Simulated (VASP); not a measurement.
# Lattice vibrations of YB6

Aim: the phonon dispersion and thermal properties of YB6. The start is a cell from a database of measured crystal structures.

Main program and level: VASP 6.6.1; PBEsol; plane waves and PAW (Y_sv, B).

This is a report of a sequence of runs, with most program output left out.

The database entry behind the starting cell differs from later determinations by our own check (about 0.3 % long, ideal inner coordinate), so it need not match the best structure at ambient conditions.

## Step 1: Starting point

It takes space group Pm-3m (No. 221, cubic). Conventional cell: a = 4.113 Å, b = 4.113 Å, c = 4.113 Å, α = 90.00°, β = 90.00°, γ = 90.00°. Y has 24 B at 3.03 Å nearest. Nearest to B lie 6 B at 1.70 to 2.41 Å and 4 Y at 3.03 Å. Farther neighbours are not listed.

Structure file:

```xyz
7
Lattice="4.1130 0.0000 0.0000 0.0000 4.1130 0.0000 0.0000 0.0000 4.1130" Properties=species:S:1:pos:R:3 pbc="T T T"
Y     0.0000    0.0000    0.0000
B     2.0565    2.0565    3.2616
B     2.0565    2.0565    0.8514
B     2.0565    3.2616    2.0565
B     3.2616    2.0565    2.0565
B     2.0565    0.8514    2.0565
B     0.8514    2.0565    2.0565
```

## Step 2: Relax the host

First cell and atoms are relaxed at a raised cutoff, so that later runs start from this functional's own cell.

Contents of INCAR:

```
SYSTEM = YB6
PREC = Accurate
ENCUT = 420
EDIFF = 1E-06
NELM = 120
ISMEAR = 0
SIGMA = 0.05
LREAL = .FALSE.
ALGO = Normal
GGA = PS
NBANDS = 21
LORBIT = 11
LWAVE = .FALSE.
LCHARG = .FALSE.
KPAR = 4
IBRION = 2
NSW = 40
ISIF = 3
EDIFFG = -0.02
POTIM = 0.4
```

Contents of POSCAR:

```
YB6
1.0
    4.1130000000      0.0000000000      0.0000000000
    0.0000000000      4.1130000000      0.0000000000
    0.0000000000      0.0000000000      4.1130000000
Y B
1 6
Direct
    0.0000000000      0.0000000000      0.0000000000
    0.5000000000      0.5000000000      0.7930000000
    0.5000000000      0.5000000000      0.2070000000
    0.5000000000      0.7930000000      0.5000000000
    0.7930000000      0.5000000000      0.5000000000
    0.5000000000      0.2070000000      0.5000000000
    0.2070000000      0.5000000000      0.5000000000
```

Contents of KPOINTS:

```
Automatic mesh
0
Gamma
5 5 5
0 0 0
```

Potentials, in the order of the species: Y_sv and B (PBE family, release 64).

Command:

```console
mpirun -np 4 vasp_std
```

The job ended after 15 s (4 MPI ranks of Intel Xeon Platinum 8488C (Sapphire Rapids), shared host; peak memory 0.66 GiB; 59 s of CPU time).

This run has no spin polarisation. Its electron count is odd, so without a moment it is a metal by construction. The k-mesh is coarse for a metal. The PAW data sets were made with PBE, which is usual practice but a small mismatch for other functionals. The run keeps the 48 symmetry operations of its start, so it cannot find a distortion of lower symmetry.

Relaxation path:

| step | energy less that of the first step (eV) | largest force (eV/Å) | pressure (GPa) | volume (Å³) |
| --- | --- | --- | --- | --- |
| 1 | 0.0000 | 2.1847 | -1.59 | 69.58 |
| 2 | 0.3672 | 3.8673 | -2.50 | 68.79 |
| 3 | -0.2146 | 0.0450 | -3.62 | 69.27 |
| 4 | -0.2309 | 0.0666 | 0.32 | 67.68 |
| 5 | -0.2311 | 0.0640 | -0.05 | 67.82 |
| 6 | -0.2309 | 0.0976 | 0.09 | 67.81 |
| 7 | -0.2312 | 0.0005 | 0.00 | 67.82 |

| conventional cell, symmetrised | before | after | change |
| --- | --- | --- | --- |
| a (Å) | 4.113 | 4.078 | -0.8 % |
| b (Å) | 4.113 | 4.078 | -0.8 % |
| c (Å) | 4.113 | 4.078 | -0.8 % |
| volume (Å³/atom) | 9.94 | 9.69 | -2.5 % |

The atoms that moved most (Å, as changes of fractional coordinates times the final cell):

| atom | dx | dy | dz | length |
| --- | --- | --- | --- | --- |
| B3 | 0.000 | 0.000 | -0.033 | 0.033 |
| B6 | 0.000 | -0.033 | 0.000 | 0.033 |
| B7 | -0.033 | 0.000 | 0.000 | 0.033 |
| B2 | 0.000 | 0.000 | 0.033 | 0.033 |
| B5 | 0.033 | 0.000 | 0.000 | 0.033 |
| B4 | 0.000 | 0.033 | 0.000 | 0.033 |

Final coordinates:

```cif
data_structure
_symmetry_space_group_name_H-M 'P 1'
_symmetry_Int_Tables_number 1
_cell_length_a 4.0781
_cell_length_b 4.0781
_cell_length_c 4.0781
_cell_angle_alpha 90.000
_cell_angle_beta 90.000
_cell_angle_gamma 90.000
_cell_volume 67.82
loop_
_atom_site_label
_atom_site_type_symbol
_atom_site_fract_x
_atom_site_fract_y
_atom_site_fract_z
_atom_site_occupancy
Y1 Y 0.00000 0.00000 0.00000 1
B2 B 0.50000 0.50000 0.80101 1
B3 B 0.50000 0.50000 0.19899 1
B4 B 0.50000 0.80101 0.50000 1
B5 B 0.80101 0.50000 0.50000 1
B6 B 0.50000 0.19899 0.50000 1
B7 B 0.19899 0.50000 0.50000 1
```

Numbers from this step:

```
electronic cycles                               : 57
electrons                                       : 29
free energy (TOTEN)                             : -51.8058 eV
energy at zero smearing                         : -51.8039 eV
Fermi energy                                    : 6.491 eV
pressure                                        : 0.002599 GPa
labelled metallic, from the levels on this mesh : yes
```

The run ended after 7 ionic steps, 0.231 eV below its first step, once forces and stress met EDIFFG = -0.02.

## Step 3: Tight relaxation

Force constants are second derivatives, so residual forces and stress must first be far smaller than in an ordinary relaxation. Smearing, mesh and cutoff differ from the relaxation before, which can move the cell too.

Contents of INCAR:

```
SYSTEM = YB6
PREC = Accurate
ENCUT = 390
EDIFF = 1E-08
NELM = 120
ISMEAR = 1
SIGMA = 0.2
LREAL = .FALSE.
ALGO = Fast
GGA = PS
NBANDS = 21
LORBIT = 11
LWAVE = .FALSE.
LCHARG = .FALSE.
KPAR = 4
IBRION = 1
NSW = 30
ISIF = 3
EDIFFG = -0.002
POTIM = 0.4
```

Contents of POSCAR:

```
YB6
1.0
    4.0780616138      0.0000000000      0.0000000000
    0.0000000000      4.0780616138      0.0000000000
    0.0000000000      0.0000000000      4.0780616138
Y B
1 6
Direct
    0.0000000000      0.0000000000      0.0000000000
    0.5000000000      0.5000000000      0.8010064147
    0.5000000000      0.5000000000      0.1989935853
    0.5000000000      0.8010064147      0.5000000000
    0.8010064147      0.5000000000      0.5000000000
    0.5000000000      0.1989935853      0.5000000000
    0.1989935853      0.5000000000      0.5000000000
```

Contents of KPOINTS:

```
Automatic mesh
0
Gamma
8 8 8
0 0 0
```

Command:

```console
mpirun -np 4 vasp_std
```

Elapsed: 30 s, on 4 MPI ranks; peak memory 0.71 GiB.

Little changed from the start: no atom moved by 0.005 Å and no cell edge by 0.1 %.

This step gave:

- electronic cycles: 53
- free energy (TOTEN): -51.8517 eV
- energy at zero smearing: -51.8518 eV
- Fermi energy: 6.505 eV
- pressure: -2.46e-4 GPa

The run ended after 4 ionic steps, 0.000 eV below its first step, once forces and stress met EDIFFG = -0.002.

## Step 4: Force constants in the supercell

System of this step: YB6. It takes space group Pm-3m (No. 221, cubic). Conventional cell: a = 4.077 Å, b = 4.077 Å, c = 4.077 Å, α = 90.00°, β = 90.00°, γ = 90.00°. Nearest to Y lie 24 B at 2.99 Å. Nearest to B lie 6 B at 1.62 to 2.46 Å and 4 Y at 2.99 Å. Farther neighbours are not listed.

Each independent atom is moved by 0.015 Å both ways; the forces give the force constants out to half the supercell.

Contents of INCAR:

```
SYSTEM = YB6
PREC = Accurate
ENCUT = 390
EDIFF = 1E-07
NELM = 120
ISMEAR = 1
SIGMA = 0.2
LREAL = .FALSE.
ALGO = Fast
GGA = PS
LWAVE = .FALSE.
LCHARG = .FALSE.
KPAR = 4
IBRION = 6
NSW = 1
NFREE = 2
POTIM = 0.015
ISIF = 0
ADDGRID = .TRUE.
```

Contents of POSCAR:

```
YB6
1.0
   -4.0769813372      4.0769813372      4.0769813372
    4.0769813372     -4.0769813372      4.0769813372
    4.0769813372      4.0769813372     -4.0769813372
Y B
4 24
Direct
    0.0000000000      0.0000000000      0.0000000000
    0.5000000000      0.5000000000      0.0000000000
    0.5000000000      0.0000000000      0.5000000000
    0.0000000000      0.5000000000      0.5000000000
    0.6505950088      0.6505950088      0.5000000000
    0.1505950088      0.1505950088      0.5000000000
    0.1505950088      0.6505950088      0.0000000000
    0.6505950088      0.1505950088      0.0000000000
    0.3494049912      0.3494049913      0.5000000000
    0.8494049913      0.8494049913      0.5000000000
    0.8494049913      0.3494049913      0.0000000000
    0.3494049913      0.8494049913      0.0000000000
    0.6505950088      0.5000000000      0.6505950088
    0.1505950088      0.0000000000      0.6505950088
    0.1505950088      0.5000000000      0.1505950088
    0.6505950088      0.0000000000      0.1505950088
    0.5000000000      0.6505950088      0.6505950088
    0.0000000000      0.1505950088      0.6505950088
    0.0000000000      0.6505950088      0.1505950088
    0.5000000000      0.1505950088      0.1505950088
    0.3494049912      0.5000000000      0.3494049913
    0.8494049913      0.0000000000      0.3494049912
    0.8494049913      0.5000000000      0.8494049913
    0.3494049913      0.0000000000      0.8494049913
    0.5000000000      0.3494049912      0.3494049912
    0.0000000000      0.8494049913      0.3494049912
    0.0000000000      0.3494049912      0.8494049913
    0.5000000000      0.8494049913      0.8494049913
```

Contents of KPOINTS:

```
Automatic mesh
0
Gamma
5 5 5
0 0 0
```

Command:

```console
mpirun -np 4 vasp_std
```

Run time: 25 min. Hardware: 4 MPI ranks; peak memory 3.5 GiB.

The electronic loop did not meet EDIFF within NELM cycles, so this run is left out of the comparison.

## Step 5: Summary of results

```json
{
 "result": "none"
}
```

The session ends without its result: «force constants in the supercell» did not converge.

[Lines on the potential files, build, host, timing and source positions are cut from VASP's logs without a mark.]

[Logs are printed without paths, hosts, clocks, repeated set-up lines and the standing remarks that a program may print on its own settings, such as how far it seeks lower states.]

[Hosts, paths, dates, database ids (printed as entryN), source tags and the programs' standing remarks are cut or masked in the printed files.]

[Runs that stopped without an error message from VASP are left out.]
